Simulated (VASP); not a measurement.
All values below come from r2SCAN meta-GGA, VASP's PBE PAW potentials (set 64) (plane waves; VASP 6.6.1).

Input for VASP

### INCAR
```
SYSTEM = InAs
PREC = Accurate
ENCUT = 520
EDIFF = 1E-7
NELM = 100
ALGO = Normal
LREAL = .FALSE.
LASPH = .TRUE.
ISMEAR = 0
SIGMA = 0.05
METAGGA = R2SCAN
LMIXTAU = .TRUE.
LMAXMIX = 4
LWAVE = .FALSE.
LCHARG = .FALSE.
ISIF = 2
```

**KPOINTS**
```
Automatic mesh
0
Gamma
  8 8 8
```

File POSCAR:
```
InAs
1
    0.0000000000     2.9924772884     2.9924772884
    2.9924772884     0.0000000000     2.9924772884
    2.9924772884     2.9924772884     0.0000000000
In As
1 1
Direct
  0.0000000000   0.0000000000   0.0000000000
  0.2500000000   0.2500000000   0.2500000000
```

POTCAR, in this order: In_d As (PBE.64 set). Program: vasp_std.

What VASP printed:

OUTCAR:
```
 ion  position               nearest neighbor table
   1  0.000  0.000  0.000-   2 2.59   2 2.59   2 2.59   2 2.59
   2  0.250  0.250  0.250-   1 2.59   1 2.59   1 2.59   1 2.59
  LATTYP: Found a face centered cubic cell.
 ALAT       =     5.9849545768
 Subroutine PRICEL returns:
 Original cell was already a primitive cell.
 Subroutine GETGRP returns: Found 24 space group operations
The static configuration has the point symmetry T_d .
The dynamic configuration has the point symmetry T_d .
 Subroutine INISYM returns: Found 24 space group operations
 Subroutine IBZKPT returns following result:
 Found     29 irreducible k-points:

 Following reciprocal coordinates:
            Coordinates               Weight
  0.000000  0.000000  0.000000      1.000000
  0.125000  0.000000  0.000000      8.000000
  0.250000  0.000000  0.000000      8.000000
  0.375000  0.000000  0.000000      8.000000
  0.500000  0.000000  0.000000      4.000000
  0.125000  0.125000  0.000000      6.000000
  0.250000  0.125000  0.000000     24.000000
  0.375000  0.125000  0.000000     24.000000
  0.500000  0.125000  0.000000     24.000000
 -0.375000  0.125000  0.000000     24.000000
 -0.250000  0.125000  0.000000     24.000000
 -0.125000  0.125000  0.000000     12.000000
  0.250000  0.250000  0.000000      6.000000
  0.375000  0.250000  0.000000     24.000000
  0.500000  0.250000  0.000000     24.000000
 -0.375000  0.250000  0.000000     24.000000
 -0.250000  0.250000  0.000000     12.000000
  0.375000  0.375000  0.000000      6.000000
  0.500000  0.375000  0.000000     24.000000
 -0.375000  0.375000  0.000000     12.000000
  0.500000  0.500000  0.000000      3.000000
  0.375000  0.250000  0.125000     24.000000
  0.500000  0.250000  0.125000     48.000000
 -0.375000  0.250000  0.125000     24.000000
  0.500000  0.375000  0.125000     24.000000
 -0.375000  0.375000  0.125000     48.000000
 -0.250000  0.375000  0.125000     24.000000
 -0.375000  0.500000  0.125000     12.000000
 -0.250000  0.500000  0.250000      6.000000
   k-points           NKPTS =     29   k-points in BZ     NKDIM =     29   number of bands    NBANDS=     13
   number of dos      NEDOS =    301   number of ions     NIONS =      2
   total plane-waves  NPLWV =  32768
   dimension x,y,z NGX =    32 NGY =   32 NGZ =   32
   dimension x,y,z NGXF=    64 NGYF=   64 NGZF=   64
   ions per type =               1   1
   PREC   = accura    normal or accurate (medium, high low for compatibility)
   ISTART =      0    job   : 0-new  1-cont  2-samecut
   ICHARG =      2    charge: 1-file 2-atom 10-const
   ISPIN  =      1    spin polarized calculation?
   LNONCOLLINEAR =      F non collinear calculations
   LSORBIT =      F    spin-orbit coupling
   INIWAV =      1    electr: 0-lowe 1-rand  2-diag
   ENCUT  =  520.0 eV  38.22 Ry    6.18 a.u.   7.87  7.87  7.87*2*pi/ulx,y,z
   NELM   =    100;   NELMIN=  2; NELMDL= -5     # of ELM steps
   EDIFF  = 0.1E-06   stopping-criterion for ELM
   LREAL  =      F    real-space projection
   NLSPLINE    = F    spline interpolate recip. space projectors
   LMAXMIX     =    4 max onsite mixed and CHGCAR
   VOSKOWN=      0    Vosko Wilk Nusair interpolation
   EDIFFG = 0.1E-05   stopping-criterion for IOM
   NSW    =      0    number of steps for IOM
   NBLOCK =      1;   KBLOCK =      1    inner block; outer block
   IBRION =     -1    ionic relax: 0-MD 1-quasi-New 2-CG
   NFREE  =      0    steps in history (QN), initial steepest desc. (CG)
   ISIF   =      2    stress and relaxation
   ISYM   =      2    0-nonsym 1-usesym 2-fastsym
   TEIN   =    0.0    initial temperature
   TEBEG  =    0.0;   TEEND  =   0.0 temperature during run
   SMASS  =  -3.00    Nose mass-parameter (am)
...
```

**OSZICAR**
```
       N       E                     dE             d eps       ncg     rms          rms(c)
DAV:   1     0.852478436428E+02    0.85248E+02   -0.86623E+03   759   0.152E+03
DAV:   2    -0.330222533770E+02   -0.11827E+03   -0.11447E+03   794   0.336E+02
DAV:   3    -0.411703895958E+02   -0.81481E+01   -0.80872E+01   979   0.950E+01
DAV:   4    -0.413914625857E+02   -0.22107E+00   -0.22089E+00   909   0.165E+01
DAV:   5    -0.414010795056E+02   -0.96169E-02   -0.96166E-02  1125   0.291E+00    0.658E+00
DAV:   6    -0.379873832177E+02    0.34137E+01   -0.20904E+00   924   0.379E+01    0.332E+00
DAV:   7    -0.380066728024E+02   -0.19290E-01   -0.64690E-01   789   0.127E+01    0.170E+00
DAV:   8    -0.379504594555E+02    0.56213E-01   -0.36232E-01   764   0.840E+00    0.105E+00
DAV:   9    -0.379900529736E+02   -0.39594E-01   -0.25185E-02   849   0.203E+00    0.730E-01
DAV:  10    -0.379702252609E+02    0.19828E-01   -0.20319E-01   764   0.499E+00    0.578E-01
DAV:  11    -0.380135358305E+02   -0.43311E-01   -0.65145E-02   754   0.293E+00    0.169E-01
DAV:  12    -0.380157902150E+02   -0.22544E-02   -0.10234E-02   799   0.112E+00    0.169E-01
DAV:  13    -0.380146339683E+02    0.11562E-02   -0.11355E-03   779   0.450E-01    0.422E-02
DAV:  14    -0.380171028160E+02   -0.24688E-02   -0.19754E-03   759   0.510E-01    0.277E-02
DAV:  15    -0.380169917432E+02    0.11107E-03   -0.16057E-04   954   0.170E-01    0.212E-02
DAV:  16    -0.380170960323E+02   -0.10429E-03   -0.34521E-05   784   0.709E-02    0.148E-02
DAV:  17    -0.380170966890E+02   -0.65668E-06   -0.90534E-07  1082   0.921E-03    0.140E-02
DAV:  18    -0.380171372425E+02   -0.40554E-04   -0.40682E-05   774   0.726E-02    0.844E-03
DAV:  19    -0.380171385344E+02   -0.12919E-05   -0.10042E-05   834   0.277E-02    0.951E-03
DAV:  20    -0.380171375048E+02    0.10295E-05   -0.56105E-07   834   0.902E-03    0.892E-03
DAV:  21    -0.380171392428E+02   -0.17380E-05   -0.51600E-07   814   0.116E-02    0.107E-02
DAV:  22    -0.380171393468E+02   -0.10397E-06   -0.67334E-07  1060   0.952E-03    0.119E-02
DAV:  23    -0.380171393630E+02   -0.16255E-07   -0.69260E-08   442   0.232E-03
   1 F= -.38017139E+02 E0= -.38017139E+02  d E =-.450072E-11
```

OUTCAR:
```
------------------------ aborting loop because EDIFF is reached ----------------------------------------
  FORCE on cell =-STRESS in cart. coord.  units (eV):
  Direction    XX          YY          ZZ          XY          YZ          ZX
  --------------------------------------------------------------------------------------
  Total        1.3719270      1.3719270      1.3719270      0.0000000      0.0000000      0.0000000
  in kB       41.0127603     41.0127603     41.0127603      0.0000000      0.0000000      0.0000000
  external PRESSURE =      41.0127603 kB  Pullay stress =       0.0000000 kB
  volume of cell :       53.59
      direct lattice vectors                 reciprocal lattice vectors
     0.000000000  2.992477288  2.992477288    -0.167085646  0.167085646  0.167085646
     2.992477288  0.000000000  2.992477288     0.167085646 -0.167085646  0.167085646
     2.992477288  2.992477288  0.000000000     0.167085646  0.167085646 -0.167085646
  FREE ENERGIE OF THE ION-ELECTRON SYSTEM (eV)
  ---------------------------------------------------
  free  energy   TOTEN  =       -38.0171393630 eV

  energy  without entropy=      -38.0171393630  energy(sigma->0) =      -38.01713936
```
(Selected blocks of OUTCAR.)

**OUTCAR**
```
 val. band max:        4.5956946379   @ k =   0.0000   0.0000   0.0000

 cond. band min:       5.0172193467   @ k =   0.0000   0.0000   0.0000


 Fermi energy:         4.8138687263

 k-point     1 :       0.0000    0.0000    0.0000
  band No.  band energies     occupation
      1     -10.3203      2.00000
      2     -10.3203      2.00000
      3     -10.3203      2.00000
      4     -10.1576      2.00000
      5     -10.1576      2.00000
      6      -7.9168      2.00000
      7       4.5957      2.00000
      8       4.5957      2.00000
      9       4.5957      2.00000
     10       5.0172      0.00000
     11       8.8815      0.00000
     12       8.8815      0.00000
     13       8.8815      0.00000

 k-point     2 :       0.1250    0.0000    0.0000
  band No.  band energies     occupation
      1     -10.3463      2.00000
      2     -10.3132      2.00000
      3     -10.3132      2.00000
      4     -10.1576      2.00000
      5     -10.1576      2.00000
      6      -7.7359      2.00000
      7       2.8173      2.00000
      8       4.3900      2.00000
      9       4.3900      2.00000
     10       6.1558      0.00000
     11       9.0721      0.00000
     12       9.1814      0.00000
     13       9.1814      0.00000

 k-point     3 :       0.2500    0.0000    0.0000
  band No.  band energies     occupation
      1     -10.4034      2.00000
      2     -10.2977      2.00000
      3     -10.2977      2.00000
      4     -10.1562      2.00000
      5     -10.1562      2.00000
      6      -7.2419      2.00000
      7       0.8260      2.00000
      8       3.9826      2.00000
      9       3.9826      2.00000
     10       6.3037      0.00000
     11       9.6342      0.00000
     12       9.6342      0.00000
     13      10.2908      0.00000

 k-point     4 :       0.3750    0.0000    0.0000
  band No.  band energies     occupation
      1     -10.4545      2.00000
      2     -10.2851      2.00000
      3     -10.2851      2.00000
...
```

Unless said otherwise, spin-orbit coupling is left out, though it shifts the bands of the heavy elements here.

The compound is InAs in the zinc blende structure. This cell is one point of a volume scan, at 0.94 of the reference volume.
